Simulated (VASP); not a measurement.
# B2Pd3 (Pm-3m) in VASP: further runs

Runs on B2Pd3. Level: PBE. Tasks: band structure.

Program: VASP 6.6.1. These are calculated values, not measurements. Logs are shortened: lines on timing, memory, paths and dates and some standing lists are left out, and cuts for length are marked.

## (1) Starting point

Symmetry: Pm-3m, No. 221, cubic system. Conventional cell: a = 4.082 Å, b = 4.082 Å, c = 4.082 Å, α = 90.00°, β = 90.00°, γ = 90.00°. B (site symmetry m-3m) is surrounded by 12 Pd at 2.89 Å. B (site symmetry m-3m) has 6 Pd at 2.04 Å as nearest neighbours. Pd (site symmetry 4/mmm) has 2 B at 2.04 Å as nearest neighbours.

The cell was built by a generator and needn't be a form met in nature.

## (2) Band structure, PBE

File POSCAR:

```
B2Pd3
1.0
    4.0820000000      0.0000000000      0.0000000000
    0.0000000000      4.0820000000      0.0000000000
    0.0000000000      0.0000000000      4.0820000000
B Pd
2 3
Direct
    0.0000000000      0.0000000000      0.0000000000
    0.5000000000      0.5000000000      0.5000000000
    0.0000000000      0.5000000000      0.5000000000
    0.5000000000      0.0000000000      0.5000000000
    0.5000000000      0.5000000000      0.0000000000
```

File INCAR.step1:

```
SYSTEM = B2Pd3
ALGO = Fast
EDIFF = 1E-6
ENCUT = 520
GGA = PE
ISIF = 2
ISMEAR = -1
LASPH = .TRUE.
LCHARG = .TRUE.
LMAXMIX = 4
LREAL = .FALSE.
LWAVE = .FALSE.
NBANDS = 26
NELM = 80
PREC = Accurate
SIGMA = 0.05
```

File KPOINTS.step1:

```
k-points
0
G
  5 5 5
  0 0 0
```

File INCAR.step2:

```
SYSTEM = B2Pd3
ALGO = Fast
EDIFF = 1E-6
ENCUT = 520
GGA = PE
ICHARG = 11
ISIF = 2
ISMEAR = 0
LASPH = .TRUE.
LCHARG = .FALSE.
LMAXMIX = 4
LREAL = .FALSE.
LWAVE = .FALSE.
NBANDS = 26
NELM = 80
PREC = Accurate
SIGMA = 0.05
```

File KPOINTS.step2:

```
path GXMGRX,MR
20
line-mode
reciprocal
 0.0000000000  0.0000000000  0.0000000000  G
 0.0000000000  0.5000000000  0.0000000000  X

 0.0000000000  0.5000000000  0.0000000000  X
 0.5000000000  0.5000000000  0.0000000000  M

 0.5000000000  0.5000000000  0.0000000000  M
 0.0000000000  0.0000000000  0.0000000000  G

 0.0000000000  0.0000000000  0.0000000000  G
 0.5000000000  0.5000000000  0.5000000000  R

 0.5000000000  0.5000000000  0.5000000000  R
 0.0000000000  0.5000000000  0.0000000000  X

 0.5000000000  0.5000000000  0.0000000000  M
 0.5000000000  0.5000000000  0.5000000000  R
```

Potentials or basis: VASP PAW PBE potentials, release 64 (B, Pd).

Started as:

```bash
$ cat potpaw_PBE.64/B/POTCAR potpaw_PBE.64/Pd/POTCAR > POTCAR
$ cp INCAR.step1 INCAR
$ cp KPOINTS.step1 KPOINTS
$ mpirun -np 1 vasp_std > vasp.out
$ cp INCAR.step2 INCAR
$ cp KPOINTS.step2 KPOINTS
$ mpirun -np 1 vasp_std > vasp.out
```

OUTCAR:

```text
SYSTEM = B2Pd3
   EDIFF = 1E-6
   ENCUT = 520
   GGA = PE
   ICHARG = 11
   ISIF = 2
   ISMEAR = 0
   LASPH = .TRUE.
   LREAL = .FALSE.
   NELM = 80
   PREC = Accurate

 ion  position               nearest neighbor table
   1  0.000  0.000  0.000-
   2  0.500  0.500  0.500-   3 2.04   4 2.04   5 2.04   5 2.04   4 2.04   3 2.04
   3  0.000  0.500  0.500-   2 2.04   2 2.04   5 2.89   5 2.89   4 2.89   4 2.89   4 2.89   5 2.89
                             5 2.89   4 2.89
   4  0.500  0.000  0.500-   2 2.04   2 2.04   5 2.89   5 2.89   3 2.89   3 2.89   5 2.89   5 2.89
                             3 2.89   3 2.89
   5  0.500  0.500  0.000-   2 2.04   2 2.04   4 2.89   3 2.89   3 2.89   4 2.89   4 2.89   4 2.89
                             3 2.89   3 2.89

  LATTYP: Found a simple cubic cell.
 ALAT       =     4.0820000000

  Lattice vectors:

 A1 = (   4.0820000000,   0.0000000000,   0.0000000000)
 A2 = (   0.0000000000,   4.0820000000,   0.0000000000)
 A3 = (   0.0000000000,   0.0000000000,   4.0820000000)

Analysis of symmetry for initial positions (statically):
=====================================================================
 Subroutine PRICEL returns:
 Original cell was already a primitive cell.

 Routine SETGRP: Setting up the symmetry group for a
 simple cubic supercell.

 Subroutine GETGRP returns: Found 48 space group operations
 (whereof 48 operations were pure point group operations)
 out of a pool of 48 trial point group operations.

The static configuration has the point symmetry O_h .

Analysis of symmetry for dynamics (positions and initial velocities):
=====================================================================
 Subroutine PRICEL returns:
 Original cell was already a primitive cell.

 Routine SETGRP: Setting up the symmetry group for a
 simple cubic supercell.

 Subroutine GETGRP returns: Found 48 space group operations
 (whereof 48 operations were pure point group operations)
 out of a pool of 48 trial point group operations.

The dynamic configuration has the point symmetry O_h .

 Subroutine INISYM returns: Found 48 space group operations
 (whereof 48 operations are pure point group operations),
 and found     1 'primitive' translations

----------------------------------------------------------------------------------------

                                     Primitive cell

  volume of cell :      68.0172

  direct lattice vectors                    reciprocal lattice vectors
     4.082000000  0.000000000  0.000000000     0.244977952  0.000000000  0.000000000
     0.000000000  4.082000000  0.000000000     0.000000000  0.244977952  0.000000000
     0.000000000  0.000000000  4.082000000     0.000000000  0.000000000  0.244977952

  length of vectors
     4.082000000  4.082000000  4.082000000     0.244977952  0.244977952  0.244977952

  position of ions in fractional coordinates (direct lattice)
     0.000000000  0.000000000  0.000000000
     0.500000000  0.500000000  0.500000000
     0.000000000  0.500000000  0.500000000
     0.500000000  0.000000000  0.500000000
     0.500000000  0.500000000  0.000000000

  ion indices of the primitive-cell ions
   primitive index   ion index
                 1           1
                 2           2
                 3           3
                 4           4
                 5           5

----------------------------------------------------------------------------------------

 KPOINTS: path GXMGRX,MR

Interpolating k-points between supplied coordinates.

 Line segments in fractional coordinates (reciprocal lattice):
    0.000000  0.000000  0.000000  ...  0.000000  0.500000  0.000000
    0.000000  0.500000  0.000000  ...  0.500000  0.500000  0.000000
    0.500000  0.500000  0.000000  ...  0.000000  0.000000  0.000000
    0.000000  0.000000  0.000000  ...  0.500000  0.500000  0.500000
    0.500000  0.500000  0.500000  ...  0.000000  0.500000  0.000000
    0.500000  0.500000  0.000000  ...  0.500000  0.500000  0.500000

 Generated    20 points on each line segment, for a total of    120 k-points:

 Following reciprocal coordinates:
            Coordinates               Weight
  0.000000  0.000000  0.000000      0.008333
  0.000000  0.026316  0.000000      0.008333
  0.000000  0.052632  0.000000      0.008333
  0.000000  0.078947  0.000000      0.008333
  0.000000  0.105263  0.000000      0.008333
  0.000000  0.131579  0.000000      0.008333
[... 16 lines left out ...]
  0.052632  0.500000  0.000000      0.008333
  0.078947  0.500000  0.000000      0.008333
 [... further k-points ...]
   k-points           NKPTS =    120   k-points in BZ     NKDIM =    120   number of bands    NBANDS=     26
   number of dos      NEDOS =    301   number of ions     NIONS =      5
   total plane-waves  NPLWV =  27000
   dimension x,y,z NGX =    30 NGY =   30 NGZ =   30
   dimension x,y,z NGXF=    60 NGYF=   60 NGZF=   60
   ions per type =               2   3
   NGX,Y,Z   is equivalent  to a cutoff of  12.22, 12.22, 12.22 a.u.
   NGXF,Y,Z  is equivalent  to a cutoff of  24.44, 24.44, 24.44 a.u.
 SYSTEM =  B2Pd3
   PREC   = accura    normal or accurate (medium, high low for compatibility)
   ISTART =      0    job   : 0-new  1-cont  2-samecut
   ICHARG =     11    charge: 1-file 2-atom 10-const
   ISPIN  =      1    spin polarized calculation?
   LNONCOLLINEAR =      F non collinear calculations
   LSORBIT =      F    spin-orbit coupling
   LASPH  =      T    aspherical Exc in radial PAW
   ENCUT  =  520.0 eV  38.22 Ry    6.18 a.u.   7.59  7.59  7.59*2*pi/ulx,y,z
   NELM   =     80;   NELMIN=  2; NELMDL=  0     # of ELM steps
   EDIFF  = 0.1E-05   stopping-criterion for ELM
   LREAL  =      F    real-space projection
   EDIFFG = 0.1E-04   stopping-criterion for IOM
   NSW    =      0    number of steps for IOM
   IBRION =     -1    ionic relax: 0-MD 1-quasi-New 2-CG
   NFREE  =      0    steps in history (QN), initial steepest desc. (CG)
   ISIF   =      2    stress and relaxation
   ISYM   =      2    0-nonsym 1-usesym 2-fastsym
   POTIM  = 0.5000    time-step for ionic-motion
   TEBEG  =    0.0;   TEEND  =   0.0 temperature during run
   PSTRESS=    0.0 pullay stress
   NELECT =      36.0000    total number of electrons
   NUPDOWN=      -1.0000    fix difference up-down
   EMIN   =  10.00;   EMAX   =-10.00  energy-range for DOS
   EFERMI =   0.00;   METHOD = LEGACY
   ISMEAR =     0;   SIGMA  =   0.05  broadening in eV -4-tet -1-fermi 0-gaus
   EFERMI_NEDOS =   21; number of points for ismear=-14 and -15
   IALGO  =     68    algorithm
   IMIX   =      4    mixing-type and parameters
     AMIX     =   0.40;   BMIX     =  1.00
     AMIX_MAG =   1.60;   BMIX_MAG =  1.00
  volume/ion in A,a.u.               =      13.60        91.80
  Fermi-wavevector in a.u.,A,eV,Ry     =   1.324248  2.502466 23.859623  1.753633
  Thomas-Fermi vector in A             =   2.453797
   LORBIT       =      0    0 simple, 1 ext, 2 COOP (PROOUT), +10 PAW based schemes
   GGA     = PE    functional components
   LHFCALC =     F    Hartree Fock is set to
   AEXX    =    0.0000 exact exchange contribution
   IVDW    =     0    specifies the selected vdW correction
   LEPSILON=     F    determine dielectric tensor
   LRPA    =     F    only Hartree local field effects (RPA)
 non-spin polarized calculation
 RMM-DIIS sequential band-by-band and
 Gauss-broadening in eV      SIGMA  =   0.05
  energy-cutoff  :      520.00
  volume of cell :       68.02
 maximum number of plane-waves:      1856

 number of electron      36.0000013 magnetization

 Free energy of the ion-electron system (eV)
  ---------------------------------------------------
  ext. energy  EPLUGINS =         0.00000000
  ---------------------------------------------------
  free energy    TOTEN  =       -25.01657727 eV

  energy without entropy =      -25.00890952  energy(sigma->0) =      -25.01274339

 E-fermi :   7.4933     XC(G=0): -12.0048

 val. band max:        7.4931453975   @ k =   0.5000   0.5000   0.0263
 cond. band min:       7.4952983570   @ k =   0.5000   0.5000   0.0000
 fundamental gap:      0.0021529595
 Fermi energy:         7.4933294732

 k-point     1 :       0.0000    0.0000    0.0000
  band No.  band energies     occupation
      1      -3.4240      2.00000
      2      -0.0925      2.00000
      3       2.6996      2.00000
      4       2.6996      2.00000
      5       2.6996      2.00000
      6       3.6756      2.00000
[... 18 lines left out ...]
     25      14.4464      0.00000
     26      18.0468      0.00000

 k-point     2 :       0.0000    0.0263    0.0000
  band No.  band energies     occupation
      1      -3.4186      2.00000
      2      -0.0881      2.00000
      3       2.7008      2.00000
      4       2.7013      2.00000
      5       2.7013      2.00000
      6       3.6738      2.00000
[... 18 lines left out ...]
     25      14.4637      0.00000
     26      18.0506      0.00000

 k-point     3 :       0.0000    0.0526    0.0000
  band No.  band energies     occupation
      1      -3.4022      2.00000
      2      -0.0749      2.00000
      3       2.7044      2.00000
      4       2.7064      2.00000
      5       2.7064      2.00000
      6       3.6681      2.00000
[... 18 lines left out ...]
     25      14.5155      0.00000
     26      18.0614      0.00000

 k-point     4 :       0.0000    0.0789    0.0000
  band No.  band energies     occupation
      1      -3.3750      2.00000
      2      -0.0530      2.00000
      3       2.7102      2.00000
      4       2.7149      2.00000
      5       2.7149      2.00000
      6       3.6579      2.00000
[... 18 lines left out ...]
     25      14.6014      0.00000
     26      18.0792      0.00000
[... 496 lines left out ...]
      1      -2.2843      2.00000
      2       0.5725      2.00000
      3       1.9339      2.00000
      4       2.7065      2.00000
      5       2.8836      2.00000
      6       3.2597      2.00000
[... 18 lines left out ...]
     25      15.5571      0.00000
     26      16.9738      0.00000

 k-point    23 :       0.0526    0.5000    0.0000
  band No.  band energies     occupation
      1      -2.2675      2.00000
      2       0.5795      2.00000
      3       1.9145      2.00000
      4       2.7175      2.00000
      5       2.8570      2.00000
      6       3.2228      2.00000
[... 18 lines left out ...]
     25      15.5133      0.00000
     26      16.9751      0.00000

 k-point    24 :       0.0789    0.5000    0.0000
  band No.  band energies     occupation
      1      -2.2395      2.00000
      2       0.5910      2.00000
      3       1.8837      2.00000
      4       2.7338      2.00000
      5       2.8199      2.00000
      6       3.1648      2.00000
[... 18 lines left out ...]
     25      15.4570      0.00000
     26      16.9567      0.00000

 [... further k-points ...]

------------------------ aborting loop because EDIFF is reached ----------------------------------------

  FORCE on cell =-STRESS in cart. coord.  units (eV):
  Direction    XX          YY          ZZ          XY          YZ          ZX
  --------------------------------------------------------------------------------------
  -------------------------------------------------------------------------------------
  Total        0.2051986      0.2051986      0.2051986      0.0000000      0.0000000      0.0000000
  in kB        4.8335467      4.8335467      4.8335467      0.0000000      0.0000000      0.0000000
  external PRESSURE =       4.8335467 kB  Pullay stress =       0.0000000 kB

 VOLUME and BASIS-vectors are now :
 -----------------------------------------------------------------------------
  energy-cutoff  :      520.00
  volume of cell :       68.02
      direct lattice vectors                 reciprocal lattice vectors
     4.082000000  0.000000000  0.000000000     0.244977952  0.000000000  0.000000000
     0.000000000  4.082000000  0.000000000     0.000000000  0.244977952  0.000000000
     0.000000000  0.000000000  4.082000000     0.000000000  0.000000000  0.244977952

 POSITION                                       TOTAL-FORCE (eV/Angst)
 -----------------------------------------------------------------------------------
      0.00000      0.00000      0.00000         0.000000      0.000000      0.000000
      2.04100      2.04100      2.04100         0.000000      0.000000      0.000000
      0.00000      2.04100      2.04100         0.000000      0.000000      0.000000
      2.04100      0.00000      2.04100         0.000000      0.000000      0.000000
      2.04100      2.04100      0.00000         0.000000      0.000000      0.000000
 -----------------------------------------------------------------------------------
    total drift:                                0.000000      0.000000     -0.000000

  FREE ENERGIE OF THE ION-ELECTRON SYSTEM (eV)
  ---------------------------------------------------
  free  energy   TOTEN  =       -25.0165772657 eV

  energy  without entropy=      -25.0089095172  energy(sigma->0) =      -25.01274339
```

It took 2.5 min on 1 thread of Intel Xeon Platinum 8259CL at 2.50GHz (Skylake/Cascade Lake), shared host; peak memory 0.29 GiB.

Results:

| Item | Value |
| --- | --- |
| Band gap along the path | none (metal or under the smearing width) |

Levels at the corners of the path, in eV from the Fermi level:
```csv
point,band 17,band 18,band 19,band 20,band 21,band 22
Γ,-1.17,-1.17,-0.97,0.75,1.48,1.48
X,-1.17,0.81,1.43,1.43,2.11,2.11
X,-1.17,0.81,1.43,1.43,2.11,2.11
M,-1.58,-0.32,-0.32,3.07,3.12,4.45
M,-1.58,-0.32,-0.32,3.07,3.12,4.45
Γ,-1.17,-1.17,-0.97,0.75,1.48,1.48
Γ,-1.17,-1.17,-0.97,0.75,1.48,1.48
R,-1.21,-1.21,-1.21,-0.77,2.60,2.60
R,-1.21,-1.21,-1.21,-0.77,2.60,2.60
X,-1.17,0.81,1.43,1.43,2.11,2.11
M,-1.58,-0.32,-0.32,3.07,3.12,4.45
R,-1.21,-1.21,-1.21,-0.77,2.60,2.60
```

Caveat: the log is that of the step along the path at fixed density, whose energy, stress, charges and moments have no meaning.

(Continued in part 2 of 2.)
